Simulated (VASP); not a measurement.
Method: PBE GGA, VASP's PBE PAW potentials (set 64) (plane waves; VASP 6.6.1).

Input for VASP

INCAR:
```
LMAXMIX  =  4   # l cut-off of mixed one-centre charges
EDIFF  =  1E-6   # SCF stop (eV)
IBRION  =  2   # conjugate gradients
LASPH  =  T   # aspherical one-centre terms
SYSTEM  =  Sc
NELM  =  100   # most electronic steps
LREAL  =  F
SIGMA  =  0.1
LWAVE  =  F
NSW  =  40   # most ionic steps
EDIFFG  =  -0.02
PREC  =  Accurate
ISIF  =  3   # ions, shape and volume
ENCUT  =  500   # plane-wave cut-off (eV)
LCHARG  =  F
GGA  =  PE
ISMEAR  =  1   # Methfessel-Paxton
ALGO  =  Normal   # blocked Davidson
```

### KPOINTS
```
kpoints
0
Gamma
  13 13 7
```

### POSCAR
```
Sc
1
    1.6603645765    -2.8758357182     0.0000000000
    1.6603645765     2.8758357182     0.0000000000
    0.0000000000     0.0000000000     5.1599997645
Sc
2
Direct
  0.3333330000   0.6666670000   0.2500000000
  0.6666670000   0.3333330000   0.7500000000
```

POTCAR, in this order: Sc_sv (PBE.64 set). Program: vasp_std.

Output of the run:

### OUTCAR
```
 ion  position               nearest neighbor table
   1  0.333  0.667  0.250-   2 3.21   2 3.21   2 3.21   2 3.21   2 3.21   2 3.21
   2  0.667  0.333  0.750-   1 3.21   1 3.21   1 3.21   1 3.21   1 3.21   1 3.21
  LATTYP: Found a hexagonal cell.
 ALAT       =     3.3207290773
 C/A-ratio  =     1.5538755630
 Subroutine PRICEL returns:
 Original cell was already a primitive cell.
 Subroutine GETGRP returns: Found 24 space group operations
The static configuration has the point symmetry D_3d.
 The point group associated with its full space group is D_6h.
The dynamic configuration has the point symmetry D_3d.
 Subroutine INISYM returns: Found 24 space group operations
 Subroutine IBZKPT returns following result:
 Found     84 irreducible k-points:

 Following reciprocal coordinates:
            Coordinates               Weight
  0.000000  0.000000  0.000000      1.000000
  0.076923  0.000000  0.000000      6.000000
  0.153846  0.000000  0.000000      6.000000
  0.230769  0.000000  0.000000      6.000000
  0.307692  0.000000  0.000000      6.000000
  0.384615  0.000000  0.000000      6.000000
  0.461538  0.000000  0.000000      6.000000
  0.076923  0.076923  0.000000      6.000000
  0.153846  0.076923  0.000000     12.000000
  0.230769  0.076923  0.000000     12.000000
  0.307692  0.076923  0.000000     12.000000
  0.384615  0.076923  0.000000     12.000000
  0.461538  0.076923  0.000000      6.000000
  0.153846  0.153846  0.000000      6.000000
  0.230769  0.153846  0.000000     12.000000
  0.307692  0.153846  0.000000     12.000000
  0.384615  0.153846  0.000000     12.000000
  0.230769  0.230769  0.000000      6.000000
  0.307692  0.230769  0.000000     12.000000
  0.384615  0.230769  0.000000      6.000000
  0.307692  0.307692  0.000000      6.000000
  0.000000  0.000000  0.142857      2.000000
  0.076923  0.000000  0.142857     12.000000
  0.153846  0.000000  0.142857     12.000000
  0.230769  0.000000  0.142857     12.000000
  0.307692  0.000000  0.142857     12.000000
  0.384615  0.000000  0.142857     12.000000
  0.461538  0.000000  0.142857     12.000000
  0.076923  0.076923  0.142857     12.000000
  0.153846  0.076923  0.142857     24.000000
  0.230769  0.076923  0.142857     24.000000
  0.307692  0.076923  0.142857     24.000000
  0.384615  0.076923  0.142857     24.000000
  0.461538  0.076923  0.142857     12.000000
  0.153846  0.153846  0.142857     12.000000
  0.230769  0.153846  0.142857     24.000000
  0.307692  0.153846  0.142857     24.000000
  0.384615  0.153846  0.142857     24.000000
  0.230769  0.230769  0.142857     12.000000
  0.307692  0.230769  0.142857     24.000000
   k-points           NKPTS =     84   k-points in BZ     NKDIM =     84   number of bands    NBANDS=     15
   number of dos      NEDOS =    301   number of ions     NIONS =      2
   total plane-waves  NPLWV =  23040
   dimension x,y,z NGX =    24 NGY =   24 NGZ =   40
   dimension x,y,z NGXF=    48 NGYF=   48 NGZF=   80
   ions per type =               2
   PREC   = accura    normal or accurate (medium, high low for compatibility)
   ISTART =      0    job   : 0-new  1-cont  2-samecut
   ICHARG =      2    charge: 1-file 2-atom 10-const
   ISPIN  =      1    spin polarized calculation?
   LNONCOLLINEAR =      F non collinear calculations
   LSORBIT =      F    spin-orbit coupling
   INIWAV =      1    electr: 0-lowe 1-rand  2-diag
   ENCUT  =  500.0 eV  36.75 Ry    6.06 a.u.   6.05  6.05  9.41*2*pi/ulx,y,z
   NELM   =    100;   NELMIN=  2; NELMDL= -5     # of ELM steps
   EDIFF  = 0.1E-05   stopping-criterion for ELM
   LREAL  =      F    real-space projection
...
```

### OSZICAR
```
       N       E                     dE             d eps       ncg     rms          rms(c)
DAV:   1     0.380269517202E+03    0.38027E+03   -0.10920E+04  2528   0.151E+03
DAV:   2     0.956536720790E+01   -0.37070E+03   -0.36530E+03  3471   0.658E+02
DAV:   3    -0.134824853439E+02   -0.23048E+02   -0.22539E+02  4145   0.188E+02
DAV:   4    -0.138809340407E+02   -0.39845E+00   -0.37934E+00  3981   0.236E+01
DAV:   5    -0.138861772592E+02   -0.52432E-02   -0.52438E-02  4192   0.276E+00    0.760E+00
DAV:   6    -0.126634319778E+02    0.12227E+01   -0.28733E+00  3164   0.221E+01    0.227E+00
DAV:   7    -0.125084272318E+02    0.15500E+00   -0.69549E-01  3318   0.992E+00    0.867E-01
DAV:   8    -0.124984077777E+02    0.10019E-01   -0.28447E-02  3437   0.253E+00    0.240E-01
DAV:   9    -0.124969991319E+02    0.14086E-02   -0.79549E-03  3355   0.110E+00    0.213E-02
DAV:  10    -0.124970151164E+02   -0.15985E-04   -0.13058E-04  4234   0.178E-01    0.753E-03
DAV:  11    -0.124970111300E+02    0.39865E-05   -0.22311E-06  2737   0.239E-02    0.225E-03
DAV:  12    -0.124970125653E+02   -0.14353E-05   -0.56146E-07  2058   0.161E-02    0.102E-03
DAV:  13    -0.124970122862E+02    0.27910E-06   -0.17953E-07  1932   0.843E-03
   1 F= -.12497012E+02 E0= -.12496451E+02  d E =-.124970E+02
```

File OUTCAR:
```
------------------------ aborting loop because EDIFF is reached ----------------------------------------
  FORCE on cell =-STRESS in cart. coord.  units (eV):
  Direction    XX          YY          ZZ          XY          YZ          ZX
  --------------------------------------------------------------------------------------
  Total        0.0036500      0.0036500     -0.0279447      0.0000000      0.0000000      0.0000000
  in kB        0.1186747      0.1186747     -0.9085789      0.0000000      0.0000000      0.0000000
  external PRESSURE =      -0.2237431 kB  Pullay stress =       0.0000000 kB
  volume of cell :       49.28
      direct lattice vectors                 reciprocal lattice vectors
     1.660364576 -2.875835718  0.000000000     0.301138682 -0.173862504  0.000000000
     1.660364576  2.875835718  0.000000000     0.301138682  0.173862504  0.000000000
     0.000000000  0.000000000  5.159999765     0.000000000  0.000000000  0.193798458
 POSITION                                       TOTAL-FORCE (eV/Angst)
 -----------------------------------------------------------------------------------
      1.66036      0.95861      1.29000        -0.000000     -0.000000      0.000000
      1.66036     -0.95861      3.87000         0.000000      0.000000      0.000000
 -----------------------------------------------------------------------------------
    total drift:                                0.000000      0.000692     -0.000014
  FREE ENERGIE OF THE ION-ELECTRON SYSTEM (eV)
  ---------------------------------------------------
  free  energy   TOTEN  =       -12.4970122862 eV

  energy  without entropy=      -12.4953294650  energy(sigma->0) =      -12.49645135

 reached required accuracy - stopping structural energy minimisation
```
(Selected blocks of OUTCAR.)

**OUTCAR**
```
 val. band max:        3.6814614131   @ k =   0.1538   0.0769   0.1429

 cond. band min:       3.6973987257   @ k =   0.3846   0.0769   0.4286


 Fermi energy:         3.6878311544

 k-point     1 :       0.0000    0.0000    0.0000
  band No.  band energies     occupation
      1     -45.7378      2.00000
      2     -45.6661      2.00000
      3     -24.5655      2.00000
      4     -24.2282      2.00000
      5     -24.2282      2.00000
      6     -24.1607      2.00000
      7     -24.1607      2.00000
      8     -24.1279      2.00000
      9      -1.4475      2.00000
     10       2.0509      2.00000
     11       4.3120     -0.00000
     12       5.2679     -0.00000
     13       5.2679     -0.00000
     14       5.5439     -0.00000
     15       5.7205      0.00000

 k-point     2 :       0.0769    0.0000    0.0000
  band No.  band energies     occupation
      1     -45.7350      2.00000
      2     -45.6652      2.00000
      3     -24.5578      2.00000
      4     -24.2427      2.00000
      5     -24.2333      2.00000
      6     -24.1760      2.00000
      7     -24.1625      2.00000
      8     -24.1316      2.00000
      9      -1.3189      2.00000
     10       2.1572      2.00000
     11       4.1950     -0.00000
     12       5.0389     -0.00000
     13       5.3609     -0.00000
     14       5.6327     -0.00000
     15       5.7151      0.00000

 k-point     3 :       0.1538    0.0000    0.0000
  band No.  band energies     occupation
      1     -45.7273      2.00000
      2     -45.6629      2.00000
      3     -24.5355      2.00000
      4     -24.2831      2.00000
      5     -24.2471      2.00000
      6     -24.2179      2.00000
      7     -24.1679      2.00000
      8     -24.1427      2.00000
      9      -0.9436      2.00000
     10       2.4465      2.00000
     11       3.9174     -0.00549
     12       4.6403     -0.00000
     13       5.4306     -0.00000
     14       5.6322     -0.00000
     15       5.6773     -0.00000
...
```

The compound is Sc in the hcp structure. It was relaxed first.
